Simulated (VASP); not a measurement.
```yaml
crystal:
  lattice:
    - [1.49074, -2.58204, 0.00000]
    - [1.49074, 2.58204, 0.00000]
    - [0.00000, 0.00000, 5.50521]
  atoms:
    - { symbol: Cd, position: [0.33333, 0.66667, 0.25000] }
    - { symbol: Cd, position: [0.66667, 0.33333, 0.75000] }
```

Method: vdW-DF-cx, VASP's PBE PAW potentials (set 64) (plane waves; VASP). Numerical set-up: 520 eV cut-off, 16×16×8 Γ-centred mesh, tetrahedra with Blöchl corrections, potentials Cd.

Problem. Estimate the energy per atom (σ→0), band gap (on the k-mesh) with the smallest direct gap where there is one.

Solution. 
```json
{
  "band gap (on the k-mesh)": "none (metal, semimetal or under 0.01 eV)",
  "energy per atom (σ→0)": "2.311 eV/atom"
}
```

The absolute energy has meaning only against runs of the same code, potentials and settings.

The compound is Cd in the hcp structure. It was relaxed first.
